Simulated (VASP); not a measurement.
Given:

```
CELL_PARAMETERS angstrom
     -3.34177     3.34177     3.34177
      3.34177    -3.34177     3.34177
      3.34177     3.34177    -3.34177
ATOMIC_POSITIONS crystal
  Hf 0.87500 0.25000 0.12500
  Hf 0.75000 0.37500 0.62500
  Hf 0.62500 0.75000 0.37500
  Hf 0.25000 0.12500 0.87500
  Hf 0.12500 0.87500 0.25000
  Hf 0.37500 0.62500 0.75000
  N  0.50000 0.00000 0.63366
  N  0.00000 0.13366 0.50000
  N  0.86634 0.86634 0.86634
  N  0.13366 0.50000 0.00000
  N  0.00000 0.63366 0.50000
  N  0.50000 0.00000 0.13366
  N  0.63366 0.50000 0.00000
  N  0.36634 0.36634 0.36634
```

Method: PBE GGA, VASP's PBE PAW potentials (set 64) (plane waves; VASP). Settings: LREAL = Auto, 400 eV cut-off, 5×5×5 Γ-centred mesh, Fermi-Dirac smearing of 0.050 eV, potentials Hf_pv N.

At this cut-off the stress carries a Pulay error, which pulls relaxed volumes low.

Problem. Which forces act on the atoms, in eV/Å?

Solution. 
| atom | Fx | Fy | Fz |
|---|---|---|---|
| Hf1 | 0.000 | 0.000 | 0.000 |
| Hf2 | 0.000 | 0.000 | 0.000 |
| Hf3 | 0.000 | 0.000 | 0.000 |
| Hf4 | 0.000 | 0.000 | 0.000 |
| Hf5 | 0.000 | 0.000 | 0.000 |
| Hf6 | 0.000 | 0.000 | 0.000 |
| N7 | 0.048 | 0.048 | -0.048 |
| N8 | 0.048 | -0.048 | 0.048 |
| N9 | -0.048 | -0.048 | -0.048 |
| N10 | -0.048 | 0.048 | 0.048 |
| N11 | 0.048 | -0.048 | 0.048 |
| N12 | 0.048 | 0.048 | -0.048 |
| N13 | -0.048 | 0.048 | 0.048 |
| N14 | -0.048 | -0.048 | -0.048 |

Problem. Give the stress tensor in GPa (positive for a compressed cell).

Solution. 
```
-0.43   0.00   0.00
 0.00  -0.43   0.00
 0.00   0.00  -0.43
```
The pressure is its mean diagonal, -0.43 GPa.

The structure comes from a computed database's Hf3N4 entry, a phase known from measurement. The cell was not relaxed at this level.
